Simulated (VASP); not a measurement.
All values below come from PBEsol GGA, VASP's PBE PAW potentials (set 64) (plane waves; VASP).

VASP input:

KPOINTS:
```
Automatic mesh
0
Gamma
12 12 12
0 0 0
```

### POSCAR
```
Tm
1
    0.0000000000     2.4705480000     2.4705480000
    2.4705480000     0.0000000000     2.4705480000
    2.4705480000     2.4705480000     0.0000000000
Tm
1
Direct
  0.0000000000   0.0000000000   0.0000000000
```

### INCAR
```
ALGO  =  Normal
EDIFF  =  1E-6
EDIFFG  =  -0.01
ENCUT  =  400
GGA  =  PS
IBRION  =  2
ISIF  =  3
ISMEAR  =  1
LASPH  =  .True.
LCHARG  =  .False.
LMAXMIX  =  6
LREAL  =  .False.
LWAVE  =  .False.
NELM  =  100
NSW  =  60
PREC  =  Accurate
SIGMA  =  0.1
SYSTEM  =  Tm
```

POTCAR, in this order: Tm_3 (PBE.64 set). Program: vasp_std.

Output

### OSZICAR
```
       N       E                     dE             d eps       ncg     rms          rms(c)
DAV:   1     0.330584536195E+01    0.33058E+01   -0.41463E+03  1184   0.802E+02
DAV:   2    -0.461780443807E+01   -0.79236E+01   -0.76795E+01  1568   0.922E+01
DAV:   3    -0.485068263624E+01   -0.23288E+00   -0.21279E+00  1552   0.930E+00
DAV:   4    -0.485352347179E+01   -0.28408E-02   -0.27789E-02  1816   0.980E-01
DAV:   5    -0.485352638626E+01   -0.29145E-05   -0.29145E-05  1608   0.310E-02    0.158E+01
DAV:   6    -0.485154639714E+01    0.19800E-02   -0.18069E-02  1816   0.159E+00    0.938E+00
DAV:   7    -0.485794629863E+01   -0.63999E-02   -0.28527E-02  1800   0.198E+00    0.238E-01
DAV:   8    -0.485771096412E+01    0.23533E-03   -0.12118E-03  1752   0.351E-01    0.573E-02
DAV:   9    -0.485771192222E+01   -0.95810E-06   -0.23704E-05  1840   0.508E-02    0.950E-03
DAV:  10    -0.485770988733E+01    0.20349E-05   -0.31884E-06  1440   0.193E-02    0.726E-03
DAV:  11    -0.485770997150E+01   -0.84165E-07   -0.15763E-07   672   0.428E-03
   1 F= -.48577100E+01 E0= -.48577870E+01  d E =-.485771E+01
       N       E                     dE             d eps       ncg     rms          rms(c)
DAV:   1    -0.506253746726E+01   -0.20483E+00   -0.40956E+00  1168   0.257E+01    0.253E+00
DAV:   2    -0.492455313864E+01    0.13798E+00   -0.14761E-01  1608   0.470E+00    0.121E+00
DAV:   3    -0.487305405476E+01    0.51499E-01   -0.15702E-01  1800   0.465E+00    0.512E-01
DAV:   4    -0.487347348242E+01   -0.41943E-03   -0.24099E-03  1152   0.446E-01    0.922E-02
DAV:   5    -0.487339776781E+01    0.75715E-04   -0.52077E-04  1656   0.290E-01    0.325E-02
DAV:   6    -0.487338828291E+01    0.94849E-05   -0.93930E-06  1624   0.321E-02    0.795E-03
DAV:   7    -0.487338612048E+01    0.21624E-05   -0.72960E-06  1768   0.330E-02    0.197E-03
DAV:   8    -0.487338616860E+01   -0.48125E-07   -0.10922E-07   592   0.483E-03
   2 F= -.48733862E+01 E0= -.48731411E+01  d E =-.156762E-01
       N       E                     dE             d eps       ncg     rms          rms(c)
DAV:   1    -0.487767184432E+01   -0.42857E-02   -0.82880E-02  1168   0.362E+00    0.363E-01
DAV:   2    -0.487488358017E+01    0.27883E-02   -0.31718E-03  1608   0.688E-01    0.173E-01
DAV:   3    -0.487385438688E+01    0.10292E-02   -0.32207E-03  1784   0.663E-01    0.684E-02
DAV:   4    -0.487386022299E+01   -0.58361E-05   -0.41509E-05  1152   0.597E-02    0.169E-02
DAV:   5    -0.487385932796E+01    0.89503E-06   -0.10012E-05  1720   0.374E-02    0.452E-03
DAV:   6    -0.487385953780E+01   -0.20984E-06   -0.18592E-07   624   0.500E-03
   3 F= -.48738595E+01 E0= -.48736933E+01  d E =-.161496E-01
```

File OUTCAR:
```
------------------------ aborting loop because EDIFF is reached ----------------------------------------
  FORCE on cell =-STRESS in cart. coord.  units (eV):
  Direction    XX          YY          ZZ          XY          YZ          ZX
  --------------------------------------------------------------------------------------
  Total        0.0028595      0.0028595      0.0028595     -0.0000000     -0.0000000      0.0000000
  in kB        0.1618149      0.1618149      0.1618149     -0.0000000     -0.0000000      0.0000000
  external PRESSURE =       0.1618149 kB  Pullay stress =       0.0000000 kB
  volume of cell :       28.31
      direct lattice vectors                 reciprocal lattice vectors
    -0.000000000  2.419093195  2.419093195    -0.206689019  0.206689019  0.206689019
     2.419093195  0.000000000  2.419093195     0.206689019 -0.206689019  0.206689019
     2.419093195  2.419093195  0.000000000     0.206689019  0.206689019 -0.206689019
 POSITION                                       TOTAL-FORCE (eV/Angst)
 -----------------------------------------------------------------------------------
      0.00000      0.00000      0.00000         0.000000      0.000000      0.000000
 -----------------------------------------------------------------------------------
    total drift:                                0.000000      0.000000      0.000000
  FREE ENERGIE OF THE ION-ELECTRON SYSTEM (eV)
  ---------------------------------------------------
  free  energy   TOTEN  =        -4.8738595378 eV

  energy  without entropy=       -4.8733609259  energy(sigma->0) =       -4.87369333

 reached required accuracy - stopping structural energy minimisation
```
(Selected blocks of OUTCAR.)

**CONTCAR**
```
Tm
   1.00000000000000
    -0.0000000000000000    2.4190931948723433    2.4190931948723433
     2.4190931948723433    0.0000000000000000    2.4190931948723433
     2.4190931948723433    2.4190931948723433    0.0000000000000000
  Tm
     1
Direct
     0.0000000000000000    0.0000000000000000    0.0000000000000000
```

The 4f electrons are frozen in the core of the lanthanide potential, so 4f levels, which can set the real gap, and their magnetism are missing. Energy and stress use the plane-wave basis of the starting cell.

The structure was generated: Tm was put into the fcc type (Fm-3m), which need not be its known phase. This run relaxes it. Symmetry was kept, so distortions that lower it aren't found.
